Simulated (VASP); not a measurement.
```
Pt
1.0
    0.00000     1.96000     1.96000
    1.96000     0.00000     1.96000
    1.96000     1.96000     0.00000
Pt
1
Cartesian
  0.00000   0.00000   0.00000
```

The base run (VASP): PBE GGA, plane waves, VASP's PBE PAW potentials (set 64). Settings: 400 eV cut-off, 14×14×14 Γ-centred mesh, first-order Methfessel-Paxton smearing of 0.10 eV, potentials Pt.

One setting is varied; ΔE counts from the base run. The base run took about 4 core-seconds. Costs are core time on shared hosts, one run each; read them as rough ratios.

```json
[
 {"setting": "base run", "cost over the base run": "reference", "electronic steps": "11", "ΔE (meV/atom)": "0.0"},
 {"setting": "AMIX = 0.6, BMIX = 1.0, IMIX = 1", "cost over the base run": "within a factor of 2", "electronic steps": "12", "ΔE (meV/atom)": "0.0"},
 {"setting": "AMIX = 0.6, BMIX = 1.0, IMIX = 4", "cost over the base run": "within a factor of 2", "electronic steps": "11", "ΔE (meV/atom)": "0.0"},
 {"setting": "AMIX = 0.1, BMIX = 3.0, IMIX = 4", "cost over the base run": "within a factor of 2", "electronic steps": "11", "ΔE (meV/atom)": "0.0"},
 {"setting": "AMIX = 0.2, BMIX = 1.0, IMIX = 4", "cost over the base run": "within a factor of 2", "electronic steps": "12", "ΔE (meV/atom)": "0.0"},
 {"setting": "AMIX = 0.1, BMIX = 1.0, IMIX = 1", "cost over the base run": "about 3 times", "electronic steps": "49", "ΔE (meV/atom)": "0.0"}
]
```

Left out are runs that failed, have no time on record or changed the cell.

The compound is Pt in the fcc structure. The cell was not relaxed at this level.
